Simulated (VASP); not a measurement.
```
PtS2
1.0
    1.77000    -3.06573     0.00000
    1.77000     3.06573     0.00000
    0.00000     0.00000     5.04000
Pt S
1 2
Direct
  0.00000   0.00000   0.00000
  0.33333   0.66667   0.23000
  0.66667   0.33333   0.77000
```

Calculation: PBE GGA, VASP's PBE PAW potentials (set 64) (plane waves; VASP). Numerical set-up: 400 eV cut-off, 6×6×4 Γ-centred mesh, Gaussian smearing of 0.050 eV, potentials Pt S.

Question: Give the force on each atom (eV/Å).

Answer: 
```json
[
 {"atom": "Pt1", "Fx": "0.000", "Fy": "0.000", "Fz": "0.000"},
 {"atom": "S2", "Fx": "0.000", "Fy": "0.000", "Fz": "1.017"},
 {"atom": "S3", "Fx": "0.000", "Fy": "0.000", "Fz": "-1.017"}
]
```

Question: Give the stress tensor in GPa (positive for a compressed cell).

Answer: 
```
10.65   0.00   0.00
 0.00  10.65   0.00
 0.00   0.00   9.10
```
The pressure is its mean diagonal, 10.13 GPa.

The compound is PtS2 in the 1T layered structure. The cell was not relaxed at this level.
